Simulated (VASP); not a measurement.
Output of a VASP run:

### OSZICAR
```
       N       E                     dE             d eps       ncg     rms          rms(c)
DAV:   1     0.494892609667E+03    0.49489E+03   -0.29187E+04  2444   0.161E+03
DAV:   2    -0.197350633871E+02   -0.51463E+03   -0.50419E+03  2722   0.444E+02
DAV:   3    -0.492750766016E+02   -0.29540E+02   -0.29286E+02  3031   0.922E+01
DAV:   4    -0.498094136568E+02   -0.53434E+00   -0.53284E+00  2823   0.123E+01
DAV:   5    -0.498195076750E+02   -0.10094E-01   -0.10090E-01  2898   0.165E+00    0.478E+01
DAV:   6    -0.479285970763E+02    0.18909E+01   -0.11441E+01  2912   0.211E+01    0.170E+01
DAV:   7    -0.477724900434E+02    0.15611E+00   -0.57045E+00  2709   0.129E+01    0.103E+01
DAV:   8    -0.474824128537E+02    0.29008E+00   -0.16610E+00  2765   0.767E+00    0.355E+00
DAV:   9    -0.474927138510E+02   -0.10301E-01   -0.11252E-01  3043   0.167E+00    0.169E+00
DAV:  10    -0.474812283837E+02    0.11485E-01   -0.71563E-02  2848   0.163E+00    0.314E-01
DAV:  11    -0.474812763004E+02   -0.47917E-04   -0.30303E-03  2835   0.330E-01    0.226E-01
DAV:  12    -0.474812618415E+02    0.14459E-04   -0.16376E-04  2823   0.701E-02    0.147E-01
DAV:  13    -0.474812375206E+02    0.24321E-04   -0.11156E-04  3044   0.596E-02    0.310E-02
DAV:  14    -0.474812378563E+02   -0.33577E-06   -0.80754E-06  2438   0.170E-02
   1 F= -.32365745E+02 E0= -.32365713E+02  d E =-.323657E+02
       N       E                     dE             d eps       ncg     rms          rms(c)
DAV:   1    -0.474806823726E+02    0.55515E-03   -0.26958E-02  2458   0.118E+00    0.169E-01
DAV:   2    -0.474802419471E+02    0.44043E-03   -0.35069E-03  2873   0.364E-01    0.143E-01
DAV:   3    -0.474801226075E+02    0.11934E-03   -0.36044E-04  2839   0.124E-01    0.444E-02
DAV:   4    -0.474800817001E+02    0.40907E-04   -0.15832E-04  2959   0.743E-02    0.314E-02
DAV:   5    -0.474800803983E+02    0.13018E-05   -0.54321E-06  2479   0.153E-02    0.201E-02
DAV:   6    -0.474800793866E+02    0.10116E-05   -0.46228E-06  2536   0.128E-02    0.594E-03
DAV:   7    -0.474800793215E+02    0.65126E-07   -0.29308E-07  1661   0.392E-03
   2 F= -.32365814E+02 E0= -.32365788E+02  d E =-.685616E-04
```

### OUTCAR
```
------------------------ aborting loop because EDIFF is reached ----------------------------------------
  FORCE on cell =-STRESS in cart. coord.  units (eV):
  Direction    XX          YY          ZZ          XY          YZ          ZX
  --------------------------------------------------------------------------------------
  Total       15.1200249     15.1200071     15.1880761      0.0000000      0.0000000      0.0000000
  in kB      300.1143156    300.1139636    301.4650508      0.0000000      0.0000000      0.0000000
  external PRESSURE =       0.5644434 kB  Pullay stress =     300.0000000 kB
  volume of cell :       80.72
      direct lattice vectors                 reciprocal lattice vectors
     1.475738636 -2.556052797  0.000000000     0.338813383 -0.195614113 -0.000000000
     1.475738636  2.556052797 -0.000000000     0.338813383  0.195614113 -0.000000000
     0.000000000 -0.000000000 10.699589412    -0.000000000  0.000000000  0.093461530
 POSITION                                       TOTAL-FORCE (eV/Angst)
 -----------------------------------------------------------------------------------
      1.47574      0.85202      2.67490        -0.000000     -0.000000      0.000000
      1.47574     -0.85202      8.02469        -0.000000      0.000000      0.000000
      1.47574      0.85202      9.59673         0.000000      0.000000      0.012185
      1.47574     -0.85202      4.24694         0.000000     -0.000000      0.012185
      1.47574     -0.85202      1.10286         0.000000     -0.000000     -0.012185
      1.47574      0.85202      6.45265         0.000000      0.000000     -0.012185
 -----------------------------------------------------------------------------------
    total drift:                                0.000000      0.001422     -0.000030
  FREE ENERGIE OF THE ION-ELECTRON SYSTEM (eV)
  ---------------------------------------------------
  free  energy   TOTEN  =       -47.4800793215 eV

  energy  without entropy=      -47.4800010641  energy(sigma->0) =      -47.48005324
  enthalpy is  TOTEN    =       -32.3658137815 eV   P V=       15.1142655400

 reached required accuracy - stopping structural energy minimisation
```
(Selected blocks of OUTCAR.)

POSCAR:
```
MoS2
1
    1.4750321435    -2.5548294108    -0.0000000000
    1.4750321435     2.5548294108     0.0000000000
   -0.0000000000     0.0000000000    10.7107096530
Mo S
2 4
Direct
  0.3333330000   0.6666670000   0.2500000000
  0.6666670000   0.3333330000   0.7500000000
  0.3333330000   0.6666670000   0.8968857577
  0.6666670000   0.3333330000   0.3968857577
  0.6666670000   0.3333330000   0.1031142423
  0.3333330000   0.6666670000   0.6031142423
```

Write an INCAR and KPOINTS that could have produced this output.

This is not unique; one that fits is the input of the run itself, LDA (Ceperley-Alder, Perdew-Zunger), plane waves, VASP's LDA PAW potentials (set 64).

INCAR:
```
ALGO  =  Normal
EDIFF  =  1E-6
EDIFFG  =  -0.02
ENCUT  =  500
IBRION  =  2
ISIF  =  3
ISMEAR  =  1
LASPH  =  T
LCHARG  =  F
LMAXMIX  =  4
LREAL  =  F
LWAVE  =  F
NELM  =  100
NSW  =  40
PREC  =  Accurate
PSTRESS  =  300
SIGMA  =  0.1
SYSTEM  =  MoS2
```

**KPOINTS**
```
Automatic mesh
0
Gamma
12 12 3
0 0 0
```

POTCAR, in this order: Mo_sv S (LDA.64 set). Program: vasp_std.

The compound is MoS2 in the 2H layered structure. This run relaxes it under an external pressure of 30 GPa. Symmetry was kept, so distortions that lower it aren't found.
